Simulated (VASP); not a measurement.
All values below come from r2SCAN+rVV10, VASP's PBE PAW potentials (set 64) (plane waves; VASP 6.6.1).

Input for VASP

### KPOINTS_OPT
```
k-points along high-symmetry lines
10
Line-mode
Reciprocal
  0.000000   0.000000   0.000000 ! GAMMA
  0.500000   0.000000   0.500000 ! X

  0.500000   0.000000   0.500000 ! X
  0.625000   0.250000   0.625000 ! U

  0.375000   0.375000   0.750000 ! K
  0.000000   0.000000   0.000000 ! GAMMA

  0.000000   0.000000   0.000000 ! GAMMA
  0.500000   0.500000   0.500000 ! L

  0.500000   0.500000   0.500000 ! L
  0.500000   0.250000   0.750000 ! W

  0.500000   0.250000   0.750000 ! W
  0.500000   0.000000   0.500000 ! X
```

File POSCAR:
```
AuAl2
1
    0.0000000000     2.9948436335     2.9948436335
    2.9948436335     0.0000000000     2.9948436335
    2.9948436335     2.9948436335    -0.0000000000
Al Au
2 1
Direct
  0.2500000000   0.2500000000   0.2500000000
  0.7500000000   0.7500000000   0.7500000000
  0.0000000000   0.0000000000   0.0000000000
```

### INCAR
```
# general
SYSTEM    =  AuAl2
PREC      =  Accurate
ENCUT     =  520
LREAL     =  .FALSE.   # projection in real space or not
LASPH     =  .TRUE.

# electronic loop
EDIFF     =  1E-7   # SCF stop (eV)
NELM      =  100
ALGO      =  Normal   # blocked Davidson
LMAXMIX   =  6
LMIXTAU   =  .TRUE.

# smearing
ISMEAR    =  -5   # tetrahedra, Bloechl

# functional
METAGGA   =  R2SCAN
LUSE_VDW  =  .TRUE.
BPARAM    =  11.95
CPARAM    =  0.0093

# ions
ISIF      =  2   # forces and stress, cell fixed

# output
LWAVE     =  .FALSE.
LCHARG    =  .FALSE.
LORBIT    =  11   # lm-projected
NEDOS     =  601

# other
LEFG      =  .TRUE.
```

**KPOINTS**
```
K-points
0
Gamma
10 10 10
```

POTCAR, in this order: Al Au (PBE.64 set). Program: vasp_std.

Output of the run:

File OSZICAR:
```
       N       E                     dE             d eps       ncg     rms          rms(c)
DAV:   1     0.864533202699E+01    0.86453E+01   -0.73445E+03  1144   0.122E+03
DAV:   2    -0.682512256727E+02   -0.76897E+02   -0.71038E+02  1324   0.210E+02
DAV:   3    -0.705129875567E+02   -0.22618E+01   -0.22241E+01  1424   0.355E+01
DAV:   4    -0.705321055104E+02   -0.19118E-01   -0.19012E-01  1308   0.381E+00
DAV:   5    -0.705324153711E+02   -0.30986E-03   -0.30904E-03  1404   0.520E-01    0.104E+01
DAV:   6    -0.651625861039E+02    0.53698E+01   -0.92708E+00  1264   0.364E+01    0.560E+00
DAV:   7    -0.650702690833E+02    0.92317E-01   -0.64580E-01  1228   0.906E+00    0.242E+00
DAV:   8    -0.651348094714E+02   -0.64540E-01   -0.12748E-01  1168   0.267E+00    0.592E-01
DAV:   9    -0.651138174840E+02    0.20992E-01   -0.49722E-02  1172   0.188E+00    0.191E-01
DAV:  10    -0.651432778725E+02   -0.29460E-01   -0.16411E-02  1152   0.113E+00    0.137E-01
DAV:  11    -0.651429114189E+02    0.36645E-03   -0.79273E-04  1304   0.313E-01    0.625E-02
DAV:  12    -0.651433550513E+02   -0.44363E-03   -0.76221E-04  1184   0.325E-01    0.114E-02
DAV:  13    -0.651433324582E+02    0.22593E-04   -0.17719E-04  1192   0.170E-01    0.979E-03
DAV:  14    -0.651433265333E+02    0.59249E-05   -0.22753E-06  1400   0.179E-02    0.703E-03
DAV:  15    -0.651433252160E+02    0.13173E-05   -0.94025E-07  1240   0.978E-03    0.107E-03
DAV:  16    -0.651433241588E+02    0.10573E-05   -0.19985E-07  1136   0.497E-03    0.670E-04
DAV:  17    -0.651433240055E+02    0.15326E-06   -0.37205E-08   692   0.303E-03    0.226E-04
DAV:  18    -0.651433239135E+02    0.92026E-07   -0.13354E-08   620   0.163E-03
   1 F= -.65143324E+02 E0= -.65143324E+02  d E =0.000000E+00
       N       E                     dE             ncg
       N       E                     dE             ncg
```

**OUTCAR**
```
------------------------ aborting loop because EDIFF is reached ----------------------------------------
  FORCE on cell =-STRESS in cart. coord.  units (eV):
  Direction    XX          YY          ZZ          XY          YZ          ZX
  --------------------------------------------------------------------------------------
  Total        0.0690818      0.0690818      0.0690818      0.0000000      0.0000000      0.0000000
  in kB        2.0602596      2.0602596      2.0602596      0.0000000      0.0000000      0.0000000
  external PRESSURE =       2.0602596 kB  Pullay stress =       0.0000000 kB
  volume of cell :       53.72
      direct lattice vectors                 reciprocal lattice vectors
     0.000000000  2.994843633  2.994843633    -0.166953625  0.166953625  0.166953625
     2.994843633  0.000000000  2.994843633     0.166953625 -0.166953625  0.166953625
     2.994843633  2.994843633  0.000000000     0.166953625  0.166953625 -0.166953625
 POSITION                                       TOTAL-FORCE (eV/Angst)
 -----------------------------------------------------------------------------------
      1.49742      1.49742      1.49742        -0.000000     -0.000000     -0.000000
      4.49227      4.49227      4.49227        -0.000000      0.000000      0.000000
      0.00000      0.00000      0.00000         0.000000     -0.000000      0.000000
 -----------------------------------------------------------------------------------
    total drift:                                0.000000     -0.000000      0.000000
  FREE ENERGIE OF THE ION-ELECTRON SYSTEM (eV)
  ---------------------------------------------------
  free  energy   TOTEN  =       -65.1433239135 eV

  energy  without entropy=      -65.1433239135  energy(sigma->0) =      -65.14332391

 total charge

# of ion       s       p       d       tot
------------------------------------------
    1        0.389   0.373   0.000   0.762
    2        0.389   0.373   0.000   0.762
    3        0.761   0.736   8.530  10.027
--------------------------------------------------
tot          1.539   1.482   8.530  11.551

 Electric field gradients after diagonalization (V/A^2)
 (convention: |V_zz| > |V_xx| > |V_yy|)
----------------------------------------------------------------------
 ion       V_xx      V_yy      V_zz     asymmetry (V_yy - V_xx)/ V_zz
----------------------------------------------------------------------
   1      -0.000    -0.000     0.000       0.000
   2      -0.000    -0.000     0.000       0.000
   3      -0.000    -0.000     0.001       0.000
```
(Selected blocks of OUTCAR.)

For a metal the tetrahedron method with Blöchl corrections gives inexact stress and forces.

The compound is AuAl2 in the fluorite structure. It was relaxed first. The electron count is odd and the run is not spin-polarised, which forces a metal.
